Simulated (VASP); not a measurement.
Crystal: TiN (Osbornite).

```
Ti N
1.0
     0.00000    2.10294    2.10294
     2.10294    0.00000    2.10294
     2.10294    2.10294    0.00000
Ti N
1 1
Direct
  0.00000 0.00000 0.00000
  0.50000 0.50000 0.50000
```

Base run:

```yaml
Program: VASP 6.6.1
Functional: PBE
Potentials_or_basis: VASP PAW PBE potentials, release 64 (Ti_sv, N)
Cutoff: 520 eV
k_mesh: 16 × 16 × 16
Occupations: methfessel-paxton, width 0.1 eV
Spin: no spin polarisation
```

Its results: pressure 9.1 GPa.

Task: The run is repeated on the same cell with these changes: functional from PBE to r2SCAN. What comes out?

Result: Pressure 7.4 GPa.

Caveats: the PAW data sets were made with another functional, which shifts forces and pressure a little (some runs).
